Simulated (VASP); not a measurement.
Given:

```
CELL_PARAMETERS angstrom
      4.07019     0.00000     0.00000
     -2.03509     3.52489     0.00000
      0.00000     0.00000     4.98742
ATOMIC_POSITIONS crystal
  Ba 0.00000 0.00000 0.00000
  Si 0.66667 0.33333 0.50000
  Si 0.33333 0.66667 0.50000
```

Method: LDA (Ceperley-Alder, Perdew-Zunger), VASP's LDA PAW potentials (set 64) (plane waves; VASP). Run with 400 eV cut-off, Gaussian smearing of 0.050 eV, potentials Ba_sv Si.

**Question.** Give the energies of bands 6 to 12 at the high-symmetry points, in eV from the Fermi level.

**Answer.** 
| band | Γ | M | K | A | L | H |
|---|---|---|---|---|---|---|
| 6 | -2.50 | -7.94 | -8.09 | -4.37 | -7.24 | -8.60 |
| 7 | -2.50 | -3.34 | -5.32 | -2.27 | -3.81 | -4.33 |
| 8 | -2.27 | -2.82 | -1.89 | -2.27 | -1.99 | -1.19 |
| 9 | -0.66 | -1.50 | -1.89 | -0.31 | -1.29 | -1.19 |
| 10 | -0.58 | 0.39 | 1.91 | 0.50 | 0.02 | 2.60 |
| 11 | 1.73 | 1.84 | 1.91 | 0.50 | 2.92 | 3.67 |
| 12 | 1.73 | 2.48 | 2.93 | 1.79 | 3.68 | 3.67 |

It has no gap at this level: it comes out as a metal or semimetal.

The structure comes from a computed database's BaSi2 entry (P6/mmm); how it stands against other phases isn't given here. It was relaxed first, which changed the volume by -5 %.
